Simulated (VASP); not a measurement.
Data:

```
Te
1.0
    2.29018     1.32224     3.56000
   -2.29018     1.32224     3.56000
    0.00000    -2.64448     3.56000
Te
2
Cartesian
  0.00000   0.00000   2.67080
  0.00000   0.00000   8.00919
```

Level of theory: r2SCAN meta-GGA, VASP's PBE PAW potentials (set 64) (plane waves; VASP). Numerical set-up: 400 eV cut-off, 11×11×11 Γ-centred mesh, tetrahedra with Blöchl corrections, potentials Te.

Problem. The job: Te (relaxed from the A7 structure, space group R-3m), 2 atoms, r2SCAN, static run, 400 eV, 11×11×11 Γ-centred mesh. Roughly how much core time does it take on a busy server core?

Solution. About 9 core-minutes (one run on a shared machine, a rough figure). It had 146 irreducible k-points, 10 bands, up to 1193 plane waves and 21 electronic steps.

The structure was generated: Te was put into the A7 type (R-3m), which need not be its known phase. It was relaxed first, which changed the volume by +15 %.
